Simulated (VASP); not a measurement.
Method: r2SCAN meta-GGA, VASP's PBE PAW potentials (set 64) (plane waves; VASP).

VASP ran on this input.

POSCAR:
```
Hf
1
    3.1900000000     0.0000000000     0.0000000000
   -1.5950000000     2.7626210000     0.0000000000
    0.0000000000     0.0000000000     5.0500000000
Hf
2
Direct
  0.6666670000   0.3333330000   0.7500000000
  0.3333330000   0.6666670000   0.2500000000
```

### KPOINTS
```
K-points
0
G
 12 12 7
0 0 0
```

### INCAR
```
ALGO=Normal
EDIFF=1E-6
EDIFFG=-0.01
ENCUT=480
IBRION=2
ISIF=3
ISMEAR=1
LASPH=.TRUE.
LCHARG=.FALSE.
LMAXMIX=6
LMIXTAU=.TRUE.
LREAL=.FALSE.
LWAVE=.FALSE.
METAGGA=R2SCAN
NELM=100
NSW=60
PREC=Accurate
SIGMA=0.1
SYSTEM=Hf
```

POTCAR, in this order: Hf_pv (PBE.64 set). Program: vasp_std.

Unless said otherwise, spin-orbit coupling is left out, though it shifts the bands of the heavy elements here.

Estimate the energy per atom (σ→0), volume per atom, band gap (on the k-mesh).

```json
{
 "energy per atom (σ→0)": "-45.152 eV/atom",
 "band gap (on the k-mesh)": "none (metal, semimetal or under 0.01 eV)",
 "volume_per_atom": "22.24 Å³/atom"
}
```

OSZICAR:
```
...
       N       E                     dE             d eps       ncg     rms          rms(c)
DAV:   1    -0.903046334980E+02   -0.31592E-03   -0.20999E-02  2152   0.124E+00    0.146E-01
DAV:   2    -0.903043833579E+02    0.25014E-03   -0.41976E-04  2862   0.163E-01    0.631E-02
DAV:   3    -0.903044022699E+02   -0.18912E-04   -0.45804E-05  2596   0.645E-02    0.396E-02
DAV:   4    -0.903043751834E+02    0.27087E-04   -0.71429E-05  2866   0.584E-02    0.293E-02
DAV:   5    -0.903043830521E+02   -0.78687E-05   -0.23949E-05  2536   0.425E-02    0.120E-02
DAV:   6    -0.903043826611E+02    0.39094E-06   -0.39064E-06  2268   0.194E-02
   2 F= -.90304383E+02 E0= -.90304361E+02  d E =-.655521E-04
```

The compound is Hf in the hcp structure. This run relaxes it. Symmetry was kept, so distortions that lower it aren't found.
